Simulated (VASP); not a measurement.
VASP input:

**INCAR**
```
! general
SYSTEM = NaF
PREC   = Accurate
ENCUT  = 600
LREAL  = .FALSE.   ! projection in real space or not
LASPH  = .TRUE.

! electronic loop
EDIFF  = 1E-7
NELM   = 100   ! most electronic steps
ALGO   = Normal   ! blocked Davidson

! smearing
ISMEAR = 0   ! Gaussian
SIGMA  = 0.05   ! width (eV)

! functional
GGA    = PS

! ions
ISIF   = 2

! output
LWAVE  = .FALSE.
LCHARG = .FALSE.
```

**POSCAR**
```
NaF
1
    0.0000000000     2.3150000000     2.3150000000
    2.3150000000     0.0000000000     2.3150000000
    2.3150000000     2.3150000000     0.0000000000
Na F
1 1
Direct
  0.0000000000   0.0000000000   0.0000000000
  0.5000000000   0.5000000000   0.5000000000
```

KPOINTS:
```
Automatic mesh
0
Gamma
10 10 10
0 0 0
```

POTCAR, in this order: Na_pv F (PBE.64 set). Program: vasp_std.

### Question
Translate this PBEsol calculation to Ansatz.

### Answer
One equivalent input (not run):
Ansatz 0.2 input:
```yaml
crystal:
  lattice:
    - [0.0000000, 2.3150000, 2.3150000]
    - [2.3150000, 0.0000000, 2.3150000]
    - [2.3150000, 2.3150000, 0.0000000]
  atoms:
    - { symbol: Na, position: [0.0000000, 0.0000000, 0.0000000] }
    - { symbol: F, position: [0.5000000, 0.5000000, 0.5000000] }
kpoints:
  mp_grid: { grid: [10, 10, 10] }
hamiltonian:
  xc: pbesol
  pseudopotentials: { kind: paw }
scf:
  occupations: { method: gaussian, width: 0.05 }
  max_iter: 100
output: { forces: true, stress: true, eigenvalues: true }
```
Limits of the translation: each code has its own PAW files, so the cut-off isn't converted (ENCUT is set for VASP's; basis.ecutwfc is left out, and Ansatz then takes the one that its files recommend); Ansatz stops its SCF on the density residual and VASP on the energy change (EDIFF).

The compound is NaF in the rock salt structure. The cell was not relaxed at this level.
